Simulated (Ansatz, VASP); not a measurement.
**Cross-check of SnCl (Cl-SnSn-Cl chair monolayer) between VASP and Ansatz**

Aim: how closely do two programs agree when they are given the same cell, functional and k mesh? The cell is taken from a series of runs on this material, whose earlier steps may have relaxed, scaled, displaced or heated it; both programs get it as it stands.

Main program and level: Ansatz 0.2.0; plane waves, with VASP 6.6.1 beside it; single point at PBE with D3(BJ).

## Step 1: Set-up

The cell holds 4 atoms: 2 Cl and 2 Sn. Cell: a = 4.857 Å, b = 4.857 Å, c = 23.426 Å, α = 90.0°, β = 90.0°, γ = 120.0°. Vacuum lies along c.

Structure file:

```cif
data_structure
_symmetry_space_group_name_H-M 'P 1'
_symmetry_Int_Tables_number 1
_cell_length_a 4.8570
_cell_length_b 4.8570
_cell_length_c 23.4264
_cell_angle_alpha 90.000
_cell_angle_beta 90.000
_cell_angle_gamma 120.000
_cell_volume 478.60
loop_
_atom_site_label
_atom_site_type_symbol
_atom_site_fract_x
_atom_site_fract_y
_atom_site_fract_z
_atom_site_occupancy
Cl1 Cl 0.66667 0.33333 0.38418 1
Cl2 Cl 0.33333 0.66667 0.61582 1
Sn3 Sn 0.66667 0.33333 0.48539 1
Sn4 Sn 0.33333 0.66667 0.51461 1
```

## Step 2: VASP: single point, PBE with D3(BJ)

With cell and atoms fixed, the geometry can't cause a difference; cores, projectors, grids and the points listed under the comparison can.

Lines of VASP's logs that name or quote its potential files are left out, and so is its time.

INCAR

```
SYSTEM = SnCl
PREC = Accurate
ENCUT = 400
EDIFF = 1E-06
NELM = 120
ISMEAR = -1
SIGMA = 0.02585
LREAL = .FALSE.
ALGO = Normal
GGA = PE
IVDW = 12
NBANDS = 27
LORBIT = 11
LWAVE = .FALSE.
LCHARG = .FALSE.
ISIF = 2
LDIPOL = .TRUE.
IDIPOL = 3
DIPOL = 0.5 0.5 0.5
LVHAR = .TRUE.
LASPH = .TRUE.
GGA_COMPAT = .FALSE.
NELMDL = -8
```

POSCAR

```
SnCl
1.0
    4.8569888318      0.0000000000      0.0000000000
   -2.4284944159      4.2062757142      0.0000000000
    0.0000000000      0.0000000000     23.4264108597
Cl Sn
2 2
Direct
    0.6666666667      0.3333333333      0.3841817705
    0.3333333334      0.6666666666      0.6158182295
    0.6666666667      0.3333333333      0.4853898820
    0.3333333334      0.6666666666      0.5146101180
```

KPOINTS

```
Automatic mesh
0
Gamma
12 12 1
0 0 0
```

Potentials, in the order of the species: Cl and Sn_d (PBE family, release 64).

On the command line:

```console
$ mpirun -np 1 vasp_std
```

Numbers of over 12 decimals in the logs are rounded to 6 here.

Output:

```text
[banner, memory and clock lines left out]
running    1 mpi-ranks, on    1 nodes
 distrk:  each k-point on    1 cores,    1 groups
 distr:  one band on    1 cores,    1 groups

 POSCAR found type information on POSCAR ClSn
 POSCAR found :  2 types and       4 ions
 LDA part: xc-table for (Slater+PW92), standard interpolation
 POSCAR, INCAR and KPOINTS ok, starting setup
 FFT: planning ... GRIDC
 FFT: planning ... GRID_SOFT
 FFT: planning ... GRID
 WAVECAR not read
 entering main loop
       N       E                     dE             d eps       ncg     rms          rms(c)
DAV:   1     0.290980888033E+03    0.29098E+03   -0.16468E+04  1322   0.103E+03
DAV:   2     0.286287475233E+02   -0.26235E+03   -0.25743E+03  1239   0.259E+02
DAV:   3    -0.128756510143E+02   -0.41504E+02   -0.41269E+02  1232   0.116E+02
DAV:   4    -0.143096166868E+02   -0.14340E+01   -0.14304E+01  1239   0.268E+01
DAV:   5    -0.143480230684E+02   -0.38406E-01   -0.38382E-01  1422   0.450E+00
DAV:   6    -0.143491583102E+02   -0.11352E-02   -0.11352E-02  1437   0.675E-01
DAV:   7    -0.143491880922E+02   -0.29782E-04   -0.29782E-04  1574   0.967E-02
DAV:   8    -0.143491886646E+02   -0.57247E-06   -0.57270E-06  1322   0.132E-02    0.655E+00
DAV:   9    -0.137574967159E+02    0.59169E+00   -0.97439E-01  1426   0.822E+00    0.449E+00
DAV:  10    -0.137057564688E+02    0.51740E-01   -0.48870E-01  1387   0.452E+00    0.163E+00
DAV:  11    -0.137031922911E+02    0.25642E-02   -0.96929E-02  1266   0.210E+00    0.315E-01
DAV:  12    -0.137036861832E+02   -0.49389E-03   -0.65563E-03  1205   0.482E-01    0.175E-01
DAV:  13    -0.137046715655E+02   -0.98538E-03   -0.28717E-03  1397   0.305E-01    0.991E-02
DAV:  14    -0.137060024939E+02   -0.13309E-02   -0.14865E-03  1124   0.231E-01    0.362E-02
DAV:  15    -0.137065364817E+02   -0.53399E-03   -0.13902E-04  1347   0.686E-02    0.200E-02
DAV:  16    -0.137071860899E+02   -0.64961E-03   -0.21771E-04   981   0.617E-02    0.127E-02
DAV:  17    -0.137073639374E+02   -0.17785E-03   -0.34725E-05  1155   0.253E-02    0.852E-03
DAV:  18    -0.137076031282E+02   -0.23919E-03   -0.30348E-05  1088   0.229E-02    0.371E-03
DAV:  19    -0.137077392148E+02   -0.13609E-03   -0.13724E-05  1113   0.147E-02    0.217E-03
DAV:  20    -0.137078047907E+02   -0.65576E-04   -0.36055E-06  1116   0.713E-03    0.157E-03
DAV:  21    -0.137078303448E+02   -0.25554E-04   -0.83436E-07  1049   0.387E-03    0.875E-04
DAV:  22    -0.137078396196E+02   -0.92748E-05   -0.17187E-07   961   0.214E-03    0.853E-04
DAV:  23    -0.137078459038E+02   -0.62842E-05   -0.17366E-07   831   0.211E-03    0.402E-04
DAV:  24    -0.137078458839E+02    0.19912E-07   -0.11469E-08   665   0.736E-04
   1 F= -.14234279E+02 E0= -.14233898E+02  d E =-.762665E-03
```

OUTCAR, selected parts (step 2):

```text
ion  position               nearest neighbor table
   1  0.667  0.333  0.384-   3 2.37
   2  0.333  0.667  0.616-   4 2.37
   3  0.667  0.333  0.485-   1 2.37   4 2.89   4 2.89   4 2.89
   4  0.333  0.667  0.515-   2 2.37   3 2.89   3 2.89   3 2.89

  LATTYP: Found a hexagonal cell.
 ALAT       =     4.8569888318
 C/A-ratio  =     4.8232375389

 Subroutine GETGRP returns: Found 12 space group operations
 (whereof 12 operations were pure point group operations)

The static configuration has the point symmetry D_3d.

 Found     19 irreducible k-points:

   k-points           NKPTS =     19   k-points in BZ     NKDIM =     19   number of bands    NBANDS=     27

   dimension x,y,z NGX =    32 NGY =   32 NGZ =  160
   dimension x,y,z NGXF=    64 NGYF=   64 NGZF=  320

   ENCUT  =  400.0 eV  29.40 Ry    5.42 a.u.   7.92  7.92 38.20*2*pi/ulx,y,z

   NELECT =      42.0000    total number of electrons

 k-points in reciprocal lattice and weights: Automatic mesh
   0.00000000  0.00000000  0.00000000       0.007
   0.08333333 -0.00000000  0.00000000       0.042
   0.16666667 -0.00000000  0.00000000       0.042
   0.25000000 -0.00000000  0.00000000       0.042
   0.33333333  0.00000000  0.00000000       0.042
   0.41666667 -0.00000000  0.00000000       0.042
   0.50000000 -0.00000000  0.00000000       0.021
   0.08333333  0.08333333  0.00000000       0.042
   0.16666667  0.08333333  0.00000000       0.083
[...]
0.33333333  0.25000000  0.00000000       0.083
   0.33333333  0.33333333  0.00000000       0.014

 dipolmoment           0.000000      0.000000     -0.000000 electrons x Angstroem

 average (electrostatic) potential at core
       1 -98.8875       2 -98.8875       3-110.8034       4-110.8034

 E-fermi :  -3.9102

 k-point     1 :       0.0000    0.0000    0.0000
  band No.  band energies     occupation
    ...
     18      -6.0517      2.00000
     19      -6.0517      2.00000
     20      -4.3629      2.00000
     21      -3.9189      1.16708
     22      -3.9189      1.16707
     23      -2.0097      0.00000
     24      -0.6567      0.00000
     25      -0.6567      0.00000
     26       1.2135      0.00000
     27       2.0417      0.00000

 k-point     2 :       0.0833   -0.0000    0.0000
  band No.  band energies     occupation
    ...
     17      -6.3214      2.00000
     18      -6.0643      2.00000
     19      -6.0541      2.00000
     20      -4.9049      2.00000
     21      -4.0021      1.94444
     22      -3.3071      0.00000
     23      -1.9611      0.00000
     24      -0.6792      0.00000
     25      -0.4621      0.00000
     26       1.3379      0.00000
    ...

 k-point     3 :       0.1667   -0.0000    0.0000
  band No.  band energies     occupation
    ...
     17      -6.3807      2.00000
     18      -6.0976      2.00000
     19      -6.0620      2.00000
     20      -5.4042      2.00000
     21      -4.1934      1.99997
     22      -2.7071      0.00000
     23      -1.8225      0.00000
     24      -0.5250      0.00000
     25       0.0530      0.00000
     26       1.6130      0.00000
    ...

 Edisp (eV)   -0.52643

  Total      -0.05063    -0.05063    -0.15326    -0.00000     0.00000     0.00000
  in kB      -0.16950    -0.16950    -0.51308    -0.00000     0.00000     0.00000
  external pressure =       -0.28 kB  Pullay stress =        0.00 kB

  energy-cutoff  :      400.00
  volume of cell :      478.60
      direct lattice vectors                 reciprocal lattice vectors
     4.856988832  0.000000000  0.000000000     0.205888882  0.118870001  0.000000000
    -2.428494416  4.206275714  0.000000000     0.000000000  0.237740003  0.000000000
     0.000000000  0.000000000 23.426410860     0.000000000  0.000000000  0.042686863

 POSITION                                       TOTAL-FORCE (eV/Angst)
 -----------------------------------------------------------------------------------
      2.42849      1.40209      9.00000         0.000000      0.000000      0.018754
      0.00000      2.80418     14.42641        -0.000000     -0.000000     -0.018754
      2.42849      1.40209     11.37094        -0.000000      0.000000     -0.012716
      0.00000      2.80418     12.05547         0.000000      0.000000      0.012716
 -----------------------------------------------------------------------------------
    total drift:                               -0.000001      0.000001      0.000000

  FREE ENERGIE OF THE ION-ELECTRON SYSTEM (eV)
  ---------------------------------------------------
  free  energy   TOTEN  =       -14.2342790095 eV

  energy  without entropy=      -14.2335163446  energy(sigma->0) =      -14.23389768

 vacuum level on the upper side and lower side of the slab         2.477         2.477

 total charge
# of ion       s       p       d       tot
------------------------------------------
    1        1.607   3.484   0.000   5.091
    2        1.607   3.484   0.000   5.091
    3        1.182   1.080  10.001  12.263
    4        1.182   1.080  10.001  12.263
--------------------------------------------------
tot          5.578   9.128  20.003  34.708

[... 3 further parts left out ...]
```

## Step 3: Ansatz: single point, PBE with D3(BJ)

Ansatz runs on its default PAW (the set named soft_2) files.

The same cell, functional, mesh and smearing now go to Ansatz, which takes its cutoff from its data sets.

input.yaml

```yaml
crystal:
  lattice:
    - [4.8569888318, 0.0, 0.0]
    - [-2.4284944159, 4.2062757142, 0.0]
    - [0.0, 0.0, 23.4264108597]
  atoms:
    - { symbol: Cl, position: [0.6666666667, 0.3333333333, 0.3841817705] }
    - { symbol: Sn, position: [0.6666666667, 0.3333333333, 0.485389882] }
    - { symbol: Sn, position: [0.3333333333, 0.6666666667, 0.514610118] }
    - { symbol: Cl, position: [0.3333333333, 0.6666666667, 0.6158182295] }
kpoints:
  mp_grid: { grid: [12, 12, 1] }
  band_path:
    path: [[0, 0, 0], [0.5, 0, 0], [0.33333333, 0.33333333, 0], [0, 0, 0]]
    npoints: 16
hamiltonian:
  xc: pbe
  dispersion: d3bj
scf:
  occupations: { method: fermi_dirac, width: 0.02585 }
  convergence: { dr2_threshold: 1.0e-10 }
efield:
  axis: 3
  dipole_correction: true
  ramp_position: 0.97
  ramp_width: 0.06
  amplitude: 0
output:
  dos: { projected: true, e_range: [-6, 5] }
  write_potential: true
  write_density: true
  volumetric_format: npy
  elf: true
```

On the command line:

```console
$ ansatz run input.yaml --threads 2 --pin off --max-ram 3072MiB --backend cpu --events-out ev --progress --plain --runs-dir out
```

Output:

```text
Engine: ansatz 0.2.0, x86_64-unknown-linux-gnu
Pseudopotentials: kind: paw
Pseudopotential: Cl, paw, valence charge 7, recommended cutoff 420 eV (normal), Cl.paw.azcp
Pseudopotential: Sn, paw, valence charge 14, recommended cutoff 420 eV (normal), Sn.paw.azcp
Functional definition: PBE
  parameter kappa = 0.804
  parameter beta = 0.066725
  exchange = pbe_x(kappa = kappa, mu = beta*pi^2/3)
  correlation = pbe_c(beta = beta)
Crystal: 4 atoms, lattice volume = 478.598 Å³
Basis set: ecut = 420 eV, 9301 PW (Γ)
Bands: 26, of which v1, the nominal top of the filled ones, is band 21 counted from 1 (20 counted from 0)
Symmetry: 6 space group operations
k-points: 19 of 144 (time reversal used)
Non-local potential: Cl, projectors of the file, l = 0: 2, l = 1: 2, l = 2: 2
Non-local potential: Sn, projectors of the file, l = 0: 2, l = 1: 2, l = 2: 2, l = 3: 2
PAW form: soft (Blöchl's): semilocal exchange-correlation on the pseudo side does not see the compensation charge
PAW one-centre angular grid: Cl, 110 points (default); XC on 64 Gauss nodes
PAW one-centre angular grid: Sn, 590 points (default); XC on 64 Gauss nodes
Initial density: superposition of atomic densities (neutral atoms: chi_scale 0, normalization atom), corrected by the library's trained network
Initial wavefunctions: pseudopotential atomic-orbital guess
Functional: x = pbe(κ = 0.804, μ = 0.219515), c = pbe(β = 0.066725)
SCF iter   1: F=—  HF=-14210.321782 eV  |F-HF|=—  |Δ(HF+E_count)|=         —  Δρ=2.08e-3  dr2=9.79e-2  ethr=1.77e-3  p=0.000 e·Å  D=3.39e-14 V/Å  ΔV_dip=-0.00 eV  dr2_dipole=2.65e-8  V_vac-E_F(+/−)=6.77/6.77 eV  ⟨swp⟩=11.1  Hψ=3176  notcnv=0
efield: sawtooth ramp at fractional position 0.9700 (set: `efield.ramp_position`, or a place that a band, a saddle search or an elastic batch's reference lends), width 0.0600; the density the first Hamiltonian is built on has a dipole p = 0.000 e·Å; the dipole correction subtracts the counter field D = 3.39e-14 V/Å, which shifts the + side's vacuum level by -0.00 eV against the − side's; the planar-averaged density in the ramp window peaks in size at 2.7e-6 e/Å³
preconditioner: auto → LDOS  [insulator: Δε(μ)=0.582 eV  Ē_g=7.028 eV  σ=0.026 eV  W_gap=0.59  n_scr=54 (ndim 8)  ℏωp=7.2 eV  f_vac=0.682  D(μ)=0.36/eV (n_scr^D=2)  ε∞_Penn≈2.1  β→1.0]
SCF iter   2: F=—  HF=-14210.337826 eV  |F-HF|=—  |Δ(HF+E_count)|=   1.60e-2  Δρ=3.23e-3  dr2=1.43e-1  ethr=2.33e-4  p=-0.000 e·Å  D=-5.52e-5 V/Å  ΔV_dip=0.00 eV  dr2_dipole=1.51e-7  V_vac-E_F(+/−)=6.05/6.05 eV  ⟨swp⟩=3.4  Hψ=965  notcnv=0  defer=17
SCF iter   3: F=—  HF=-14210.300996 eV  |F-HF|=—  |Δ(HF+E_count)|=   3.68e-2  Δρ=7.78e-4  dr2=7.03e-3  ethr=2.33e-4  p=-0.000 e·Å  D=-1.24e-5 V/Å  ΔV_dip=0.00 eV  dr2_dipole=1.04e-8  V_vac-E_F(+/−)=6.33/6.33 eV  ⟨swp⟩=2.6  Hψ=715  notcnv=0  defer=17
SCF iter   4: F=—  HF=-14210.299477 eV  |F-HF|=—  |Δ(HF+E_count)|=   1.52e-3  Δρ=1.40e-4  dr2=1.25e-4  ethr=1.67e-5  p=0.000 e·Å  D=2.98e-6 V/Å  ΔV_dip=-0.00 eV  dr2_dipole=4.00e-10  V_vac-E_F(+/−)=6.40/6.40 eV  ⟨swp⟩=2.4  Hψ=706  notcnv=0  defer=17
SCF iter   5: F=—  HF=-14210.299491 eV  |F-HF|=—  |Δ(HF+E_count)|=   1.43e-5  Δρ=2.62e-5  dr2=3.77e-6  ethr=2.99e-7  p=-0.000 e·Å  D=-6.52e-7 V/Å  ΔV_dip=0.00 eV  dr2_dipole=3.37e-11  V_vac-E_F(+/−)=6.40/6.40 eV  ⟨swp⟩=2.0  Hψ=674  notcnv=0  defer=17
SCF iter   6: F=—  HF=-14210.299461 eV  |F-HF|=—  |Δ(HF+E_count)|=   3.05e-5  Δρ=8.83e-6  dr2=2.84e-7  ethr=8.97e-9  p=0.000 e·Å  D=1.24e-6 V/Å  ΔV_dip=-0.00 eV  dr2_dipole=6.99e-11  V_vac-E_F(+/−)=6.40/6.40 eV  ⟨swp⟩=2.2  Hψ=898  notcnv=0  defer=17
SCF iter   7: F=—  HF=-14210.299461 eV  |F-HF|=—  |Δ(HF+E_count)|=   1.72e-7  Δρ=2.73e-6  dr2=1.54e-8  ethr=6.76e-10  p=-0.000 e·Å  D=-5.78e-7 V/Å  ΔV_dip=0.00 eV  dr2_dipole=1.46e-11  V_vac-E_F(+/−)=6.40/6.40 eV  ⟨swp⟩=2.0  Hψ=877  notcnv=0  defer=17
SCF iter   8: F=—  HF=-14210.299461 eV  |F-HF|=—  |Δ(HF+E_count)|=   1.71e-7  Δρ=3.79e-7  dr2=5.00e-10  ethr=3.66e-11  p=0.000 e·Å  D=1.06e-6 V/Å  ΔV_dip=-0.00 eV  dr2_dipole=4.90e-11  V_vac-E_F(+/−)=6.40/6.40 eV  ⟨swp⟩=2.0  Hψ=649  notcnv=0  defer=17
SCF iter   9: F=—  HF=-14210.299461 eV  |F-HF|=—  |Δ(HF+E_count)|=   4.80e-9  Δρ=1.17e-7  dr2=2.19e-10  ethr=1.00e-12  p=-0.000 e·Å  D=-1.10e-6 V/Å  ΔV_dip=0.00 eV  dr2_dipole=5.44e-11  V_vac-E_F(+/−)=6.40/6.40 eV  ⟨swp⟩=10.6  Hψ=1576  notcnv=0
SCF iter  10: F=-14210.299461 eV  HF=-14210.299461 eV  |F-HF|=1.46e-11  |Δ(HF+E_count)|=  3.64e-12  Δρ=3.78e-8  dr2=5.95e-12  ethr=1.00e-12  p=0.000 e·Å  D=5.33e-8 V/Å  ΔV_dip=-0.00 eV  dr2_dipole=1.19e-13  V_vac-E_F(+/−)=6.40/6.40 eV  ⟨swp⟩=2.8  Hψ=996  notcnv=0
SCF 1 converged in 10 iterations: F = -14210.299461 eV  dr2 = 5.95e-12
  greatest PAW one-centre occupation: 0.991 electrons in one spin orbital (limit 2), on the Sn atom at site 2 (counted from 0), in its partial waves of l = 2
NSCF: frozen V_eff on 49 k-points
efield: sawtooth ramp at fractional position 0.9700 (kept from the solve that this one continues, or follows in the run), width 0.0600; the density the first Hamiltonian is built on has a dipole p = 0.000 e·Å; the dipole correction subtracts the counter field D = 5.33e-8 V/Å, which shifts the + side's vacuum level by -0.00 eV against the − side's; the planar-averaged density in the ramp window peaks in size at 3.0e-7 e/Å³
WARN: The output density's exchange-correlation potential varies sharply where the density is thin. Do not read a vacuum level from v_tot or v_xc, or from such a field of the output density. On a cell that repeats whose density bears no net charge and no dipole along the vacuum's axis use v_es (v_loc + v_h of the components); under efield.dipole_correction with no amplitude use v_es + v_field, which holds any externa [...]
SCF converged after 10 iterations
Free energy (F): -14210.299461 eV
Harris-Foulkes:  -14210.299461 eV  (|F-HF|=1.46e-11)
Internal energy: -14210.298697 eV  (E = F + TS)
E sigma→0 (E₀):  -14210.299079 eV
Entropy (-TS):   -0.000764 eV (-0.191 meV/atom)
Fermi energy:    -3.481382 eV
Dipole field:    D = -0.000000 V/Å  (p = -0.000001 e·Å, saw-weighted, corrected)
Work function:   Φ+ = 6.3999 eV   Φ− = 6.3999 eV
Levels:          The Fermi level and band energies are counted from a zero that moves with the ramp; work functions are not
--- Per-component energies (eV) ---
  E_band       = -690.189675
  E_kinetic    = 693.193341
  E_local      = -20837.190657  (includes V_loc(G=0)·N_el)
  E_nonlocal   = -6.732606
  E_hartree    = 10300.740928
  E_xc         = -976.451735
  E_vxc        = -432.289635  (∫ρ·V_xc dr)
  E_paw        = -9593.920802  (= ΣΔE_a)
  E_vpaw       = -708.652284  (= ΣTr[D̂ρ^β])
  E_aug_tail   = 0.000180  (compensation charges beyond the density's cutoff)
  E_efield     = 0.000000  (sawtooth field / dipole correction)
  E_vefield    = 0.000000  (∫n·V_field dr)
  E_ewald      = 6210.589148
  E_disp       = -0.526494  (pairwise vdW)
  E_smearing   = -0.000764  (= −TS)
  E_closure    = 0.000000  (closes the sum)
  Σ components = -14210.299461   (vs F -14210.299461, Δ=0.00e0)
--- Band table (eV; the first three rows and the last of 19) ---
  k-point 0: bands = [... 17 lower, -5.6127, -5.6127, -3.9396, -3.4902, -3.4902, -1.5848, -0.2297, -0.2297, ... 1 higher]
  k-point 1: bands = [... 17 lower, -5.6253, -5.6151, -4.4777, -3.5731, -2.8809, -1.5361, -0.2521, -0.0352, ... 1 higher]
  k-point 2: bands = [... 17 lower, -5.6589, -5.6229, -4.9730, -3.7638, -2.2810, -1.3975, -0.0981, 0.4795, ... 1 higher]
  k-point 18: bands = [... 17 lower, -5.8236, -5.5957, -5.5957, -4.8421, -0.0701, -0.0701, 0.8741, 0.8741, ... 1 higher]
```

Reading the cycles: dr2 is the Hartree energy of the density residual (eV), the measure of convergence; HF is the Harris–Foulkes estimate of the energy, which meets the free energy F at convergence.

## Step 4: Differences

Known differences besides the potentials themselves: the cutoff is 420 eV in Ansatz and 400 eV in VASP. Total energies have different zeros and are not compared.

The two programs side by side:

| quantity | Ansatz | VASP | difference |
| --- | --- | --- | --- |
| work function, lower of the two faces (eV) | 6.40 | 6.39 | +0.01 |
| work function, higher of the two faces (eV) | 6.40 | 6.39 | +0.01 |

With vacuum in the cell, a pressure given here is an average over mostly empty space and none of the material.

## Step 5: Summary of results

```yaml
difference_in_work_function_lower_of_the_two_faces_single_point_pbe_with_d3_bj: 0.013 eV
```

The difference in work function, lower of the two faces is 0.013 eV (single point, PBE with D3(BJ)). How closely two codes agree says nothing of how well the functional describes the real material.

[Lines on the potential files, build, host, timing and source positions are cut from VASP's logs without a mark.]

[Logs are printed without paths, hosts, clocks, repeated set-up lines and the standing remarks that a program may print on its own settings, such as how far it seeks lower states.]

[Hosts, paths, dates, database ids (printed as entryN), source tags and the programs' standing remarks are cut or masked in the printed files.]
